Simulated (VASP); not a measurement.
Wanted: the native input for a VASP 6.6.1 run.

```
Task                   : single point
Functional             : PBE
Dispersion             : D3(BJ)
Potentials or basis    : VASP PAW PBE potentials, release 64 (Pt, Sr_sv, Zn)
Cutoff                 : 520 eV
k mesh                 : 3 × 3 × 2
Occupations            : methfessel-paxton, width 0.15 eV
Spin                   : no spin polarisation
Dipole correction      : no
Further INCAR settings : ALGO = Fast; EDIFF = 1e-06; NBANDS = 91
```

The structure of SrZn4Pt2 lies in POSCAR:

```
SrZn4Pt2
1.0
    5.9392960000     -0.6149430000      1.7314130000
    0.4872110000      6.1746920000     -0.1112710000
    0.3002590000      0.1766770000      7.0286350000
Pt Sr Zn
4 2 8
Direct
    0.4088502465      0.7733971612      0.4091892727
    0.2948594560      0.0913033683      0.6352529221
    0.8347445365      0.9950480703      0.8756032219
    0.1317634753      0.7403218569      0.9164213762
    0.9399480539      0.1927205671      0.4663896945
    0.5731213493      0.2821561332      0.2227779704
    0.8245676184      0.7833153239      0.2108379772
    0.4578468785      0.7189374477      0.0662815541
    0.7191719444      0.4796576941      0.8252756527
    0.4624886345      0.4448327797      0.6265713263
    0.1071822203      0.5308002910      0.6329779523
    0.4184735651      0.0784021936      0.9191405329
    0.0523596457      0.3631721470      0.9845370199
    0.6784627837      0.7940002189      0.6221530802
```

The cell was built by a generator and needn't be a form met in nature.

The input as run:

INCAR

```
ALGO = Fast ; EDIFF = 1E-6
ENCUT = 520 ; GGA = PE
ISIF = 2 ; ISMEAR = 1
IVDW = 12 ; LASPH = T
LCHARG = F ; LREAL = F
LWAVE = F ; NBANDS = 91
NELM = 100 ; PREC = Accurate
SIGMA = 0.15
```

KPOINTS

```
k-points
0
Gamma
  3 3 2
```

Potentials or basis: VASP PAW PBE potentials, release 64 (Pt, Sr_sv, Zn).

Command:

```bash
$ cat potpaw_PBE.64/Pt/POTCAR potpaw_PBE.64/Sr_sv/POTCAR potpaw_PBE.64/Zn/POTCAR > POTCAR
$ mpirun -np 1 vasp_std > vasp.out
```

It gave:

```json
{
  "Pressure": "8.4 GPa",
  "Largest force": "2.329 eV/Å",
  "Band gap on the k mesh": "none (metal or under the smearing width)",
  "Dispersion energy per atom": "-0.449 eV"
}
```

Caveat: the k mesh is coarse (spacing up to 0.47 Å⁻¹), so the values aren't converged.

Wall time 7.6 min on 1 thread of Intel(R) Xeon(R) Platinum 8488C (Sapphire Rapids) (shared host), peak memory 0.47 GiB.
